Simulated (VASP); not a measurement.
All values below come from optB86b-vdW, VASP's PBE PAW potentials (set 64) (plane waves; VASP 6.6.1).

The input files of a VASP run:

**INCAR**
```
! general
SYSTEM  =NiSb
PREC    =Accurate
ENCUT   =520
LREAL   =.FALSE.
LASPH   =.TRUE.
ICHARG  =11

! electronic loop
EDIFF   =1E-7
NELM    =100
ALGO    =Normal
LMAXMIX =4

! smearing
ISMEAR  =0
SIGMA   =0.05

! functional
GGA     =MK
LUSE_VDW=.TRUE.
AGGAC   =0.0
PARAM1  =0.1234
PARAM2  =1.0

! output
LWAVE   =.FALSE.
LCHARG  =.FALSE.
LORBIT  =11
```

**POSCAR**
```
NiSb
1
    1.9742083475    -3.4194293281    -0.0000000000
    1.9742083475     3.4194293281     0.0000000000
    0.0000000000    -0.0000000000     5.1459492561
Ni Sb
2 2
Direct
  0.0000000000   0.0000000000   0.5000000000
  0.0000000000   0.0000000000   0.0000000000
  0.3333330000   0.6666670000   0.2500000000
  0.6666670000   0.3333330000   0.7500000000
```

File KPOINTS:
```
k-points along high-symmetry lines
10
Line-mode
Reciprocal
  0.000000   0.000000   0.000000 ! GAMMA
 -0.000000   0.500000   0.000000 ! M

 -0.000000   0.500000   0.000000 ! M
 -0.333333   0.666667   0.000000 ! K

 -0.333333   0.666667   0.000000 ! K
  0.000000   0.000000   0.000000 ! GAMMA

  0.000000   0.000000   0.000000 ! GAMMA
  0.000000   0.000000   0.500000 ! A

  0.000000   0.000000   0.500000 ! A
 -0.000000   0.500000   0.500000 ! L

 -0.000000   0.500000   0.500000 ! L
 -0.333333   0.666667   0.500000 ! H

 -0.333333   0.666667   0.500000 ! H
  0.000000   0.000000   0.500000 ! A

 -0.000000   0.500000   0.500000 ! L
 -0.000000   0.500000   0.000000 ! M

 -0.333333   0.666667   0.500000 ! H
 -0.333333   0.666667   0.000000 ! K
```

POTCAR, in this order: Ni Sb (PBE.64 set). Program: vasp_std. Read from the step before: CHGCAR.

Output

### OUTCAR
```
 ion  position               nearest neighbor table
   1  0.000  0.000  0.500-   2 2.57   2 2.57   4 2.62   3 2.62   4 2.62   3 2.62   4 2.62   3 2.62
  LATTYP: Found a hexagonal cell.
 ALAT       =     3.9484168383
 C/A-ratio  =     1.3032943245
 Subroutine PRICEL returns:
 Original cell was already a primitive cell.
 Subroutine GETGRP returns: Found 24 space group operations
The static configuration has the point symmetry D_3d.
 The point group associated with its full space group is D_6h.
The dynamic configuration has the point symmetry D_3d.
 Subroutine INISYM returns: Found 24 space group operations
   k-points           NKPTS =     90   k-points in BZ     NKDIM =     90   number of bands    NBANDS=     19
   number of dos      NEDOS =    301   number of ions     NIONS =      4
   total plane-waves  NPLWV =  36000
   dimension x,y,z NGX =    30 NGY =   30 NGZ =   40
   dimension x,y,z NGXF=    60 NGYF=   60 NGZF=   80
   ions per type =               2   2
   PREC   = accura    normal or accurate (medium, high low for compatibility)
   ISTART =      0    job   : 0-new  1-cont  2-samecut
   ICHARG =     11    charge: 1-file 2-atom 10-const
   ISPIN  =      1    spin polarized calculation?
   LNONCOLLINEAR =      F non collinear calculations
   LSORBIT =      F    spin-orbit coupling
   INIWAV =      1    electr: 0-lowe 1-rand  2-diag
   ENCUT  =  520.0 eV  38.22 Ry    6.18 a.u.   7.34  7.34  9.57*2*pi/ulx,y,z
   NELM   =    100;   NELMIN=  2; NELMDL= -5     # of ELM steps
   EDIFF  = 0.1E-06   stopping-criterion for ELM
   LREAL  =      F    real-space projection
   NLSPLINE    = F    spline interpolate recip. space projectors
   LMAXMIX     =    4 max onsite mixed and CHGCAR
   VOSKOWN=      0    Vosko Wilk Nusair interpolation
   EDIFFG = 0.1E-05   stopping-criterion for IOM
   NSW    =      0    number of steps for IOM
   NBLOCK =      1;   KBLOCK =      1    inner block; outer block
   IBRION =     -1    ionic relax: 0-MD 1-quasi-New 2-CG
   NFREE  =      0    steps in history (QN), initial steepest desc. (CG)
   ISIF   =      2    stress and relaxation
   ISYM   =      2    0-nonsym 1-usesym 2-fastsym
   TEIN   =    0.0    initial temperature
   TEBEG  =    0.0;   TEEND  =   0.0 temperature during run
   SMASS  =  -3.00    Nose mass-parameter (am)
   PSTRESS=    0.0 pullay stress
   NELECT =      30.0000    total number of electrons
   EFERMI =   0.00;   METHOD = LEGACY
   ISMEAR =     0;   SIGMA  =   0.05  broadening in eV -4-tet -1-fermi 0-gaus
   IALGO  =     38    algorithm
   LDIAG  =      T    sub-space diagonalisation (order eigenvalues)
   IMIX   =      4    mixing-type and parameters
     AMIX     =   0.40;   BMIX     =  1.00
     AMIX_MAG =   1.60;   BMIX_MAG =  1.00
     AMIN     =   0.10
   GGA     = MK    functional components
   VOSKOWN =     0    Vosko Wilk Nusair interpolation
   LHFCALC =     F    Hartree Fock is set to
   LHFONE  =     F    Hartree Fock one center treatment
   AEXX    =    0.0000 exact exchange contribution
   LUSE_VDW   =     T    switch on vdW DFT
   IVDW    =     0    specifies the selected vdW correction
   LEPSILON=     F    determine dielectric tensor
   LRPA    =     F    only Hartree local field effects (RPA)
  energy-cutoff  :      520.00
  volume of cell :       69.48
      direct lattice vectors                 reciprocal lattice vectors
     1.974208348 -3.419429328  0.000000000     0.253266075 -0.146223230  0.000000000
     1.974208348  3.419429328  0.000000000     0.253266075  0.146223230  0.000000000
     0.000000000  0.000000000  5.145949256     0.000000000  0.000000000  0.194327606
 k-point     1 :   0.0000 0.0000 0.0000  plane waves:    1861
 k-point     2 :   0.0000 0.0556 0.0000  plane waves:    1881
 k-point     3 :   0.0000 0.1111 0.0000  plane waves:    1873
 k-point     4 :   0.0000 0.1667 0.0000  plane waves:    1867
 k-point     5 :   0.0000 0.2222 0.0000  plane waves:    1867
 k-point     6 :   0.0000 0.2778 0.0000  plane waves:    1873
 k-point     7 :   0.0000 0.3333 0.0000  plane waves:    1863
 k-point     8 :   0.0000 0.3889 0.0000  plane waves:    1874
...
```

File OSZICAR:
```
       N       E                     dE             d eps       ncg     rms          rms(c)
DAV:   1     0.173421307916E+03    0.17342E+03   -0.12782E+04  3420   0.163E+03
DAV:   2    -0.260852099448E+01   -0.17603E+03   -0.17148E+03  3453   0.322E+02
DAV:   3    -0.108806235819E+02   -0.82721E+01   -0.80000E+01  3995   0.846E+01
DAV:   4    -0.110911359836E+02   -0.21051E+00   -0.20688E+00  3753   0.122E+01
DAV:   5    -0.110976524148E+02   -0.65164E-02   -0.65119E-02  4375   0.226E+00
DAV:   6    -0.110978807566E+02   -0.22834E-03   -0.22832E-03  4419   0.347E-01
DAV:   7    -0.110978846631E+02   -0.39065E-05   -0.39051E-05  4527   0.394E-02
DAV:   8    -0.110978847692E+02   -0.10610E-06   -0.10692E-06  3087   0.448E-03
DAV:   9    -0.110978847704E+02   -0.11928E-08   -0.18688E-08  2290   0.114E-03
   1 F= -.11097885E+02 E0= -.11094325E+02  d E =-.711855E-02
```

**OUTCAR**
```
 val. band max:        9.9350934530   @ k =  -0.0000   0.0000   0.5000

 cond. band min:       9.9444928936   @ k =   0.0000   0.5000   0.5000



 k-point     1 :       0.0000    0.0000    0.0000
  band No.  band energies     occupation
      1      -3.1284      2.00000
      2       1.3115      2.00000
      3       3.5947      2.00000
      4       5.8781      2.00000
      5       5.8781      2.00000
      6       6.6349      2.00000
      7       7.2130      2.00000
      8       7.2130      2.00000
      9       7.6588      2.00000
     10       7.6588      2.00000
     11       8.4171      2.00000
     12       8.4171      2.00000
     13       9.6979      2.00000
     14      10.3325      0.00000
     15      10.3326      0.00000
     16      12.1798      0.00000
     17      12.1798      0.00000
     18      12.9113      0.00000
     19      13.6789      0.00000

 k-point     2 :       0.0000    0.0556    0.0000
  band No.  band energies     occupation
      1      -3.0902      2.00000
      2       1.3095      2.00000
      3       3.6379      2.00000
      4       5.8714      2.00000
      5       5.8864      2.00000
      6       6.6222      2.00000
      7       7.1838      2.00000
      8       7.1970      2.00000
      9       7.6355      2.00000
     10       7.6658      2.00000
     11       8.4148      2.00000
     12       8.4173      2.00000
     13       9.6863      2.00000
     14       9.9949      0.15370
     15      10.1789      0.00000
     16      11.9007      0.00000
     17      12.3208      0.00000
     18      13.4093      0.00000
     19      13.6236      0.00000

 k-point     3 :       0.0000    0.1111    0.0000
  band No.  band energies     occupation
      1      -2.9758      2.00000
      2       1.3008      2.00000
      3       3.7669      2.00000
      4       5.8443      2.00000
      5       5.9110      2.00000
      6       6.5741      2.00000
      7       7.0978      2.00000
      8       7.1519      2.00000
...
```

The density is held fixed in this step, so its total energy and stress have no physical meaning. Unless said otherwise, spin-orbit coupling is left out, though it shifts the bands of the heavy elements here.

The compound is NiSb in the NiAs type structure. It was relaxed first. The run is not spin-polarised, so no magnetic state was tried.
